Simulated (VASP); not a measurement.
```
CELL_PARAMETERS angstrom
      4.26259     0.00000     0.00000
     -2.13129     3.69151     0.00000
      0.00000     0.00000     7.08615
ATOMIC_POSITIONS crystal
  Sr 0.00000 0.00000 0.00000
  Cd 0.33333 0.66667 0.63509
  Cd 0.66667 0.33333 0.36491
  P  0.66667 0.33333 0.74893
  P  0.33333 0.66667 0.25107
```

Method: LDA (Ceperley-Alder, Perdew-Zunger), VASP's LDA PAW potentials (set 64) (plane waves; VASP). Settings: 400 eV cut-off, 14×14×7 Γ-centred mesh, Gaussian smearing of 0.010 eV, potentials Sr_sv Cd P.

Problem. Estimate the energy per atom (σ→0).

Solution. 
```json
{
  "energy per atom (σ→0)": "-4.027 eV/atom"
}
```

The structure comes from a computed database's Cd2SrP2 entry (P-3m1); how it stands against other phases isn't given here. It was relaxed first, which changed the volume by -7 %.
